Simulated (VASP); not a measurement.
Output of a VASP run:

File OSZICAR:
```
       N       E                     dE             d eps       ncg     rms          rms(c)
DAV:   1    -0.133625131122E+02   -0.13363E+02   -0.52491E+00   486   0.109E+02    0.423E+00
DAV:   2    -0.136947880857E+02   -0.33227E+00   -0.21354E+00   426   0.170E+01    0.436E+00
DAV:   3    -0.136738632942E+02    0.20925E-01   -0.25252E-01   456   0.103E+01    0.341E+00
DAV:   4    -0.136662863734E+02    0.75769E-02   -0.86925E-02   481   0.561E+00    0.234E+00
DAV:   5    -0.136638965103E+02    0.23899E-02   -0.16237E-02   481   0.185E+00    0.138E+00
DAV:   6    -0.136626346773E+02    0.12618E-02   -0.37996E-03   439   0.835E-01    0.814E-01
DAV:   7    -0.136627936177E+02   -0.15894E-03   -0.25264E-03   470   0.578E-01    0.481E-01
DAV:   8    -0.136629944174E+02   -0.20080E-03   -0.84902E-04   441   0.277E-01    0.261E-01
DAV:   9    -0.136629466357E+02    0.47782E-04   -0.12942E-04   416   0.995E-02    0.120E-01
DAV:  10    -0.136628832837E+02    0.63352E-04   -0.65747E-05   431   0.822E-02    0.436E-02
DAV:  11    -0.136628743056E+02    0.89782E-05   -0.75057E-05   421   0.671E-02    0.275E-02
DAV:  12    -0.136628827888E+02   -0.84832E-05   -0.37091E-05   431   0.426E-02    0.431E-02
DAV:  13    -0.136628857859E+02   -0.29971E-05   -0.84331E-06   426   0.237E-02    0.377E-02
DAV:  14    -0.136628847382E+02    0.10477E-05   -0.55073E-07   253   0.113E-02    0.247E-02
DAV:  15    -0.136628839173E+02    0.82087E-06   -0.72313E-07   238   0.878E-03
   1 F= -.13662884E+02 E0= -.13662884E+02  d E =-.120355E-19
       N       E                     dE             ncg
```

File OUTCAR:
```
------------------------ aborting loop because EDIFF is reached ----------------------------------------
  FORCE on cell =-STRESS in cart. coord.  units (eV):
  Direction    XX          YY          ZZ          XY          YZ          ZX
  --------------------------------------------------------------------------------------
  Total        1.4786715      1.4786715      1.4786715      0.0000000      0.0000000      0.0000000
  in kB       58.6268926     58.6268926     58.6268926      0.0000000      0.0000000      0.0000000
  external PRESSURE =      58.6268926 kB  Pullay stress =       0.0000000 kB
  volume of cell :       40.41
      direct lattice vectors                 reciprocal lattice vectors
     0.000000000  2.723653197  2.723653197    -0.183576970  0.183576970  0.183576970
     2.723653197  0.000000000  2.723653197     0.183576970 -0.183576970  0.183576970
     2.723653197  2.723653197  0.000000000     0.183576970  0.183576970 -0.183576970
  FREE ENERGIE OF THE ION-ELECTRON SYSTEM (eV)
  ---------------------------------------------------
  free  energy   TOTEN  =       -13.6628839173 eV

  energy  without entropy=      -13.6628839173  energy(sigma->0) =      -13.66288392

  exchange ACFDT corr.  =         0.00000000  see jH, gK, PRB 81, 115126
```
(Selected blocks of OUTCAR.)

### POSCAR
```
ZnS
1
    0.0000000000     2.7236531968     2.7236531968
    2.7236531968     0.0000000000     2.7236531968
    2.7236531968     2.7236531968     0.0000000000
Zn S
1 1
Direct
  0.0000000000   0.0000000000   0.0000000000
  0.2500000000   0.2500000000   0.2500000000
```

**Question.** Reconstruct the remaining input files.

**Answer.** Several could match; the one computed here: the input of the run itself, Hartree-Fock, plane waves, VASP's PBE PAW potentials (set 64).

File KPOINTS_OPT:
```
named points and PBE's band edges
7
Reciprocal
  0.000000   0.000000   0.000000 1 ! GAMMA
 -0.500000  -0.500000   0.000000 1 ! X
  0.000000   0.000000   0.500000 1 ! L
 -0.500000  -0.250000   0.250000 1 ! W
 -0.375000   0.000000   0.375000 1 ! K
 -0.375000  -0.375000   0.250000 1 ! U
 -0.035710  -0.035710   0.000000 1 ! near an edge
```

### INCAR
```
! general
SYSTEM   = ZnS
PREC     = Accurate
ENCUT    = 520
LREAL    = .FALSE.
LASPH    = .TRUE.
ISYM     = 3

! electronic loop
EDIFF    = 1E-6
NELM     = 60
ALGO     = Normal
LMAXMIX  = 4

! smearing
ISMEAR   = 0
SIGMA    = 0.05

! functional
GGA      = PE
AGGAC    = 0.0
ALDAC    = 0.0
LHFCALC  = .TRUE.
AEXX     = 1.0
HFRCUT   = -1
PRECFOCK = Fast

! ions
ISIF     = 2

! output
LWAVE    = .FALSE.
LCHARG   = .FALSE.
```

### KPOINTS
```
Automatic mesh
0
Gamma
6 6 6
0 0 0
```

POTCAR, in this order: Zn S (PBE.64 set). Program: vasp_std. Read from the step before: WAVECAR.

The compound is ZnS in the zinc blende structure. It was relaxed first.
